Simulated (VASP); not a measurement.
# In8SbAs7 (F-43m) in VASP: further runs, part 2 of 2

VASP 6.6.1.

**3. Relaxation of cell and atoms, PBEsol**

This run uses another cell than the first one, of 29.01 Å³/atom, 1.027 times its volume.

Contents of INCAR:

```
ALGO = Normal
EDIFF = 1E-7
EDIFFG = -0.005
ENCUT = 600
GGA = PS
IBRION = 2
ISIF = 3
ISMEAR = 0
KPAR = 4
LASPH = T
LCHARG = F
LREAL = F
LWAVE = F
NELM = 80
NSW = 90
PREC = Accurate
SIGMA = 0.03
```

Contents of KPOINTS:

```
k-points
0
Gamma
  6 6 6
```

Contents of POSCAR:

```
In8SbAs7                                
1.0
   -6.1456111842     -0.0000000000      6.1456111842
   -6.1456111842     -6.1456111842      0.0000000000
    0.0000000000     -6.1456111842      6.1456111842
  In              Sb              As            
     8     1     7
Direct
     0.9955696406065003    0.5132910781804997    0.9955696406065003
     0.9955696406065003    0.9955696406065003    0.9955696406065003
     0.9991220262304874    0.5002926579231707    0.5002926579231707
     0.9955696406065003    0.9955696406065003    0.5132910781804997
     0.5002926579231707    0.5002926579231707    0.9991220262304874
     0.5132910781804997    0.9955696406065003    0.9955696406065003
     0.5002926579231707    0.5002926579231707    0.5002926579231707
     0.5002926579231707    0.9991220262304874    0.5002926579231707
     0.1250000000000000    0.1250000000000000    0.1250000000000000
     0.1254520232744244    0.6245479767255756    0.1254520232744244
     0.1254520232744244    0.1254520232744244    0.6245479767255756
     0.1254520232744244    0.6245479767255756    0.6245479767255756
     0.6245479767255756    0.1254520232744244    0.1254520232744244
     0.6245479767255756    0.6245479767255756    0.1254520232744244
     0.6245479767255756    0.1254520232744244    0.6245479767255756
     0.6250000000000000    0.6250000000000000    0.6250000000000000
```

Potentials or basis: VASP PAW PBE potentials, release 64 (In_d, Sb, As).

On the command line:

```console
$ cat potpaw_PBE.64/In_d/POTCAR potpaw_PBE.64/Sb/POTCAR potpaw_PBE.64/As/POTCAR > POTCAR
$ mpirun -np 4 vasp_std > vasp.out
```

OUTCAR:

```text
EDIFF = 1E-7
   EDIFFG = -0.005
   ENCUT = 600
   GGA = PS
   IBRION = 2
   ISIF = 3
   ISMEAR = 0
   LASPH = T
   LREAL = F
   NELM = 80
   NSW = 90
   PREC = Accurate

 ion  position               nearest neighbor table
   1  0.996  0.513  0.996-  12 2.63  14 2.63  10 2.63   9 2.76
   2  0.996  0.996  0.996-  10 2.63  11 2.63  13 2.63   9 2.76
   3  0.999  0.500  0.500-  16 2.65  11 2.66  10 2.66  12 2.66
   4  0.996  0.996  0.513-  12 2.63  15 2.63  11 2.63   9 2.76
   5  0.500  0.500  0.999-  16 2.65  13 2.66  10 2.66  14 2.66
   6  0.513  0.996  0.996-  14 2.63  15 2.63  13 2.63   9 2.76
[... 8 lines left out ...]
  15  0.625  0.125  0.625-   4 2.63   6 2.63   7 2.66   8 2.66
  16  0.625  0.625  0.625-   3 2.65   5 2.65   8 2.65   7 2.65

[... 1676 lines left out ...]
  external PRESSURE =      -0.1885674 kB  Pullay stress =       0.0000000 kB

 VOLUME and BASIS-vectors are now :
 -----------------------------------------------------------------------------
  energy-cutoff  :      600.00
  volume of cell :      464.56
      direct lattice vectors                 reciprocal lattice vectors
    -6.147089011  0.000000000  6.147089011    -0.081339313  0.081339313  0.081339313
    -6.147089011 -6.147089011  0.000000000    -0.081339313 -0.081339313 -0.081339313
     0.000000000 -6.147089011  6.147089011     0.081339313 -0.081339313  0.081339313

 POSITION                                       TOTAL-FORCE (eV/Angst)
 -----------------------------------------------------------------------------------
     -9.27490     -9.27490     12.23991         0.001884      0.001884      0.001884
    -12.23991    -12.23991     12.23991        -0.001884     -0.001884      0.001884
     -9.21691     -6.15081      9.21691         0.001159     -0.001159     -0.001159
    -12.23991     -9.27490      9.27490        -0.001884      0.001884     -0.001884
     -6.15081     -9.21691      9.21691        -0.001159      0.001159     -0.001159
     -9.27490    -12.23991      9.27490         0.001884     -0.001884     -0.001884
[... 8 lines left out ...]
     -4.61032     -4.61032      7.67822         0.000000      0.000000     -0.000244
     -7.68386     -7.68386      7.68386         0.000000      0.000000     -0.000000
 -----------------------------------------------------------------------------------
    total drift:                                0.000000      0.000000     -0.000000

  FREE ENERGIE OF THE ION-ELECTRON SYSTEM (eV)
  ---------------------------------------------------
  free  energy   TOTEN  =       -66.9574671328 eV

  energy  without entropy=      -66.9572528538  energy(sigma->0) =      -66.95735999

 reached required accuracy - stopping structural energy minimisation
```

OSZICAR:

```text
N       E                     dE             d eps       ncg     rms          rms(c)
DAV:   1     0.160918552391E+04    0.16092E+04   -0.66294E+04  2752   0.203E+03
DAV:   2     0.209183191604E+03   -0.14000E+04   -0.13675E+04  2752   0.539E+02
DAV:   3    -0.467859813248E+02   -0.25597E+03   -0.24307E+03  3088   0.227E+02
DAV:   4    -0.680554695583E+02   -0.21269E+02   -0.20905E+02  3264   0.625E+01
[... 17 lines left out ...]
DAV:   4    -0.669574768271E+02    0.11353E-05   -0.25140E-05  3614   0.271E-02    0.279E-02
DAV:   5    -0.669574723200E+02    0.45070E-05   -0.20073E-06  3160   0.559E-03    0.160E-02
DAV:   6    -0.669574674511E+02    0.48690E-05   -0.14712E-06  3222   0.655E-03    0.485E-03
DAV:   7    -0.669574672278E+02    0.22326E-06   -0.21542E-07  1858   0.269E-03    0.237E-03
DAV:   8    -0.669574671328E+02    0.95060E-07   -0.89109E-08  1690   0.156E-03
   2 F= -.66957467E+02 E0= -.66957360E+02  d E =-.108502E-04
```

CONTCAR:

```text
In8SbAs7
   1.00000000000000
    -6.1470890109095206    0.0000000000000000    6.1470890109095206
    -6.1470890109095206   -6.1470890109095206    0.0000000000000000
     0.0000000000000000   -6.1470890109095206    6.1470890109095206
  In              Sb              As
     8     1     7
Direct
     0.9955858648817583    0.5132424053547181    0.9955858648817583
     0.9955858648817583    0.9955858648817583    0.9955858648817583
     0.9990913533309430    0.5003028822230167    0.5003028822230167
     0.9955858648817583    0.9955858648817583    0.5132424053547181
     0.5003028822230167    0.5003028822230167    0.9990913533309430
     0.5132424053547181    0.9955858648817583    0.9955858648817583
[... 8 lines left out ...]
     0.6245408790719418    0.1254591209280582    0.6245408790719418
     0.6250000000000000    0.6250000000000000    0.6250000000000000

  0.00000000E+00  0.00000000E+00  0.00000000E+00
  0.00000000E+00  0.00000000E+00  0.00000000E+00
  0.00000000E+00  0.00000000E+00  0.00000000E+00
  0.00000000E+00  0.00000000E+00  0.00000000E+00
  0.00000000E+00  0.00000000E+00  0.00000000E+00
  0.00000000E+00  0.00000000E+00  0.00000000E+00
[... 8 lines left out ...]
  0.00000000E+00  0.00000000E+00  0.00000000E+00
  0.00000000E+00  0.00000000E+00  0.00000000E+00
```

Run time: 6.2 min. Hardware: 4 MPI ranks of Intel Xeon 6975P-C (Granite Rapids), shared host; peak memory 1.1 GiB.

What came out:

```yaml
Free_energy: -66.9575 eV
Relaxed_volume: 29.03 Å³/atom
Relaxed_cell: a = 8.693 Å, b = 8.693 Å, c = 8.693 Å, α = 60.00°, β = 60.00°, γ = 60.00°
Space_group_after_relaxing_to_0.05_Å: F-43m (No. 216)
Energy_gained_by_relaxing: 0.0 meV/atom
Ionic_steps: 2
Pressure_after_relaxing: 0.0 GPa
Largest_force_after_relaxing: 0.003 eV/Å
Band_gap_on_the_k_mesh: none (metal or under the smearing width)
```

Forces on the atoms (eV/Å):
```
In   0.002  0.002  0.002
In  -0.002 -0.002  0.002
In   0.001 -0.001 -0.001
In  -0.002  0.002 -0.002
In  -0.001  0.001 -0.001
In   0.002 -0.002 -0.002
In  -0.001 -0.001  0.001
In   0.001  0.001  0.001
Sb   0.000  0.000  0.000
As   0.000  0.000  0.000
As   0.000  0.000  0.000
As   0.000  0.000  0.000
As   0.000  0.000  0.000
As   0.000  0.000  0.000
As   0.000  0.000  0.000
As   0.000  0.000  0.000
```

Final structure:
```
In Sb As
1.0
    -6.14709    0.00000    6.14709
    -6.14709   -6.14709    0.00000
     0.00000   -6.14709    6.14709
In Sb As
8 1 7
Direct
  0.99559 0.51324 0.99559
  0.99559 0.99559 0.99559
  0.99909 0.50030 0.50030
  0.99559 0.99559 0.51324
  0.50030 0.50030 0.99909
  0.51324 0.99559 0.99559
  0.50030 0.50030 0.50030
  0.50030 0.99909 0.50030
  0.12500 0.12500 0.12500
  0.12546 0.62454 0.12546
  0.12546 0.12546 0.62454
  0.12546 0.62454 0.62454
  0.62454 0.12546 0.12546
  0.62454 0.62454 0.12546
  0.62454 0.12546 0.62454
  0.62500 0.62500 0.62500
```

Levels at points of the mesh, in eV from the Fermi level:
```
           k point  band 68  band 69  band 70  band 71  band 72  band 73  band 74  band 75  band 76  band 77
(0.00, 0.00, 0.00)    -0.89    -0.89    -0.56    -0.01    -0.01    -0.01     0.61     0.61     0.61     0.95
(0.50, 0.00, 0.00)    -1.67    -0.73    -0.73    -0.46    -0.46     0.85     1.08     1.95     1.99     1.99
(0.50, 0.50, 0.00)    -1.43    -1.23    -1.12    -0.90    -0.90     2.01     2.03     2.24     2.24     2.26
```

Caveat: the PAW data sets were made with another functional, which shifts forces and pressure a little. Spin-orbit coupling is left out, which matters for the levels of Sb.
